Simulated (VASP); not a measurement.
Given:

```
CELL_PARAMETERS angstrom
      0.00000     1.97034     1.97034
      1.97034     0.00000     1.97034
      1.97034     1.97034     0.00000
ATOMIC_POSITIONS crystal
  Pd 0.00000 0.00000 0.00000
```

The numbers are results of PBE GGA, VASP's PBE PAW potentials (set 64) (plane waves; VASP), not measurements. Run with 500 eV cut-off, 16×16×16 Γ-centred mesh, first-order Methfessel-Paxton smearing of 0.10 eV, potentials Pd.

Energy and stress use the plane-wave basis of the starting cell.

**Question.** The ions, cell shape and volume at an external pressure of 5.0 GPa are relaxed. Which structure does the run end with?

**Answer.** 
```
CELL_PARAMETERS angstrom
      0.00000     1.95249     1.95249
      1.95249     0.00000     1.95249
      1.95249     1.95249     0.00000
ATOMIC_POSITIONS crystal
  Pd 0.00000 0.00000 0.00000
```
Space group Fm-3m (225), at a tolerance of 0.03 Å.

**Question.** How do energy and volume change from the first to the last step?

**Answer.** The energy (σ→0) changes by +6.1 meV/atom and the volume by -2.7 %, in 3 ionic steps.

The compound is Pd in the fcc structure. This run relaxes it under an external pressure of 5 GPa. Symmetry was kept, so distortions that lower it aren't found.
